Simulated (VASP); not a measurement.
Set up this calculation in VASP 6.6.1, as the native input.

```yaml
Task: relaxation of cell and atoms
Functional: PBE
Potentials_or_basis: VASP PAW PBE potentials, release 64 (Zn, Se)
Cutoff: 520 eV
k_mesh: 10 × 10 × 10
Occupations: gaussian, width 0.02 eV
Spin: no spin polarisation
Further_INCAR_settings: ALGO = Normal; EDIFF = 1e-07; IBRION = 2; EDIFFG = -0.002; NSW = 80; ISIF = 3
```

The structure of ZnSe lies in POSCAR:

```
ZnSe                                    
1.0
   -0.0000000000      2.8696458686      2.8696458686
    2.8696458686      0.0000000000      2.8696458686
    2.8696458686      2.8696458686      0.0000000000
  Zn              Se            
     1     1
Direct
     0.0000000000000000    0.0000000000000000    0.0000000000000000
     0.2500000000000000    0.2500000000000000    0.2500000000000000
```

These files were run (other wordings do the same):

INCAR

```
PREC = Accurate
ENCUT = 520
EDIFF = 1E-7
ISMEAR = 0
SIGMA = 0.02
LREAL = False
LASPH = True
NELM = 60
ALGO = Normal
ISIF = 3
LWAVE = False
LCHARG = False
GGA = PE
IBRION = 2
NSW = 80
EDIFFG = -0.002
KPAR = 4
```

KPOINTS

```
regular mesh
0
Gamma
  10 10 10
```

Potentials or basis: VASP PAW PBE potentials, release 64 (Zn, Se).

Launch:

```bash
$ cat potpaw_PBE.64/Zn/POTCAR potpaw_PBE.64/Se/POTCAR > POTCAR
$ mpirun -np 4 vasp_std > vasp.out
```

Results of the run:

```json
{
 "Relaxed volume": "23.64 Å³/atom",
 "Relaxed cell": "a = 4.059 Å, b = 4.059 Å, c = 4.059 Å, α = 60.00°, β = 60.00°, γ = 60.00°",
 "Space group after relaxing (to 0.05 Å)": "F-43m (No. 216)",
 "Energy gained by relaxing": "0.0 meV/atom",
 "Ionic steps": "2",
 "Pressure after relaxing": "0.0 GPa",
 "Band gap on the k mesh": "1.14 eV, direct"
}
```

It took 9.5 s on 4 MPI ranks on Intel(R) Xeon(R) Platinum 8488C (Sapphire Rapids), with other jobs on the host, peak memory 0.18 GiB a rank.
